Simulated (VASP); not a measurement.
OSZICAR of a VASP run on Ta (bcc):

File OSZICAR:
```
       N       E                     dE             d eps       ncg     rms          rms(c)
DAV:   1     0.375156043383E+02    0.37516E+02   -0.58577E+03  1880   0.968E+02
DAV:   2    -0.116618012885E+02   -0.49177E+02   -0.48437E+02  2353   0.220E+02
DAV:   3    -0.122663906025E+02   -0.60459E+00   -0.56852E+00  2202   0.244E+01
DAV:   4    -0.122695897208E+02   -0.31991E-02   -0.31898E-02  2109   0.158E+00
DAV:   5    -0.122696093392E+02   -0.19618E-04   -0.19617E-04  2143   0.105E-01    0.136E+01
DAV:   6    -0.119228757253E+02    0.34673E+00   -0.39017E-01  1936   0.764E+00    0.668E+00
DAV:   7    -0.118166929968E+02    0.10618E+00   -0.31573E-01  1965   0.652E+00    0.395E-01
DAV:   8    -0.118152879424E+02    0.14051E-02   -0.17012E-03  2089   0.502E-01    0.849E-02
DAV:   9    -0.118153062136E+02   -0.18271E-04   -0.10289E-04  2060   0.132E-01    0.344E-02
DAV:  10    -0.118153005400E+02    0.56736E-05   -0.36294E-06  1976   0.296E-02    0.897E-03
DAV:  11    -0.118153016010E+02   -0.10610E-05   -0.51466E-08   981   0.331E-03    0.256E-04
DAV:  12    -0.118153015521E+02    0.48921E-07   -0.43715E-09   964   0.982E-04
   1 F= -.11815302E+02 E0= -.11815403E+02  d E =-.118153E+02
       N       E                     dE             d eps       ncg     rms          rms(c)
DAV:   1    -0.120242847397E+02   -0.20898E+00   -0.75879E+00  1903   0.406E+01    0.407E+00
DAV:   2    -0.118380836575E+02    0.18620E+00   -0.27574E-01  1909   0.634E+00    0.138E+00
DAV:   3    -0.117978182666E+02    0.40265E-01   -0.13699E-01  1934   0.435E+00    0.530E-01
DAV:   4    -0.117984880138E+02   -0.66975E-03   -0.16512E-03  2106   0.452E-01    0.729E-02
DAV:   5    -0.117985114361E+02   -0.23422E-04   -0.55783E-05  2014   0.722E-02    0.302E-02
DAV:   6    -0.117985101735E+02    0.12626E-05   -0.80100E-07  1655   0.112E-02    0.581E-03
DAV:   7    -0.117985106724E+02   -0.49886E-06   -0.53251E-08   988   0.264E-03
   2 F= -.11798511E+02 E0= -.11798588E+02  d E =0.167909E-01
       N       E                     dE             d eps       ncg     rms          rms(c)
DAV:   1    -0.119309892066E+02   -0.13248E+00   -0.36209E+00  1900   0.272E+01    0.294E+00
DAV:   2    -0.118398109379E+02    0.91178E-01   -0.12458E-01  1906   0.451E+00    0.990E-01
DAV:   3    -0.118184857128E+02    0.21325E-01   -0.71215E-02  1937   0.324E+00    0.438E-01
DAV:   4    -0.118188869242E+02   -0.40121E-03   -0.80904E-04  2112   0.314E-01    0.428E-02
DAV:   5    -0.118188774719E+02    0.94523E-05   -0.10383E-04  1948   0.120E-01    0.235E-02
DAV:   6    -0.118188781583E+02   -0.68644E-06   -0.19012E-06  1907   0.176E-02
   3 F= -.11818878E+02 E0= -.11818909E+02  d E =-.357661E-02
```

### Question
Which electronic solver shows in the log?

### Answer
It is blocked Davidson (ALGO = Normal, or the opening steps of other solvers). The INCAR had ALGO = Normal.

### Question
Can the final energy be trusted as converged?

### Answer
The calculation finished and met its thresholds. It stopped with EDIFF = 1E-6, NELM = 100, NSW = 60 and EDIFFG = -0.01 after 3 ionic steps (PBE GGA, plane waves, VASP's PBE PAW potentials (set 64)).

The compound is Ta in the bcc structure. This run relaxes it. Symmetry was kept, so distortions that lower it aren't found.
